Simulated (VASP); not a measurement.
VASP input:

**POSCAR**
```
Sr
1
    0.0000000000     3.1008000000     3.1008000000
    3.1008000000     0.0000000000     3.1008000000
    3.1008000000     3.1008000000     0.0000000000
Sr
1
Direct
  0.0000000000   0.0000000000   0.0000000000
```

INCAR:
```
SYSTEM = Sr
PREC = Accurate
ENCUT = 400
EDIFF = 1E-6
NELM = 100
ALGO = Normal
LREAL = .FALSE.
LASPH = .TRUE.
ISMEAR = 1
SIGMA = 0.1
GGA = PE
LMAXMIX = 4
LWAVE = .FALSE.
LCHARG = .FALSE.
ISIF = 2
ICHARG = 11
```

KPOINTS:
```
Automatic mesh
0
Gamma
8 8 8
0 0 0
```

POTCAR, in this order: Sr_sv (PBE.64 set). Program: vasp_std.

### Question
What happens when VASP runs on this input?

### Answer
There is a fault: ICHARG = 11 asks for a fixed density, but there is no CHGCAR. VASP stops with an error: ERROR: charge density could not be read from file CHGCAR for ICHARG>10 ----> I REFUSE TO CONTINUE WITH THIS SICK JOB ... BYE!!! <----

**standard output**
```
 POSCAR found type information on POSCAR Sr
 POSCAR found :  1 types and       1 ions
 Reading from existing POTCAR
 Reading from existing POTCAR
 LDA part: xc-table for (Slater+PW92), standard interpolation
 WARNING: stress and forces are not correct
 POSCAR, INCAR and KPOINTS ok, starting setup
 WAVECAR not read
 WARNING: CHGCAR is incomplete

 -----------------------------------------------------------------------------
|                                                                             |
|     EEEEEEE  RRRRRR   RRRRRR   OOOOOOO  RRRRRR      ###     ###     ###     |
|     E        R     R  R     R  O     O  R     R     ###     ###     ###     |
|     E        R     R  R     R  O     O  R     R     ###     ###     ###     |
|     EEEEE    RRRRRR   RRRRRR   O     O  RRRRRR       #       #       #      |
|     E        R   R    R   R    O     O  R   R                               |
|     E        R    R   R    R   O     O  R    R      ###     ###     ###     |
|     EEEEEEE  R     R  R     R  OOOOOOO  R     R     ###     ###     ###     |
|                                                                             |
|     ICHARG>10                                                               |
|                                                                             |
|       ---->  I REFUSE TO CONTINUE WITH THIS SICK JOB ... BYE!!! <----       |
|                                                                             |
 -----------------------------------------------------------------------------
```

To mend it, run self-consistently first and keep its CHGCAR, or remove ICHARG. The plain static run on this cell (PBE GGA, plane waves, VASP's PBE PAW potentials (set 64)) converges, and its OSZICAR ends with
```
   1 F= -.16263823E+01 E0= -.16263242E+01  d E =-.174109E-03
```

The compound is Sr in the fcc structure. The cell was not relaxed at this level.
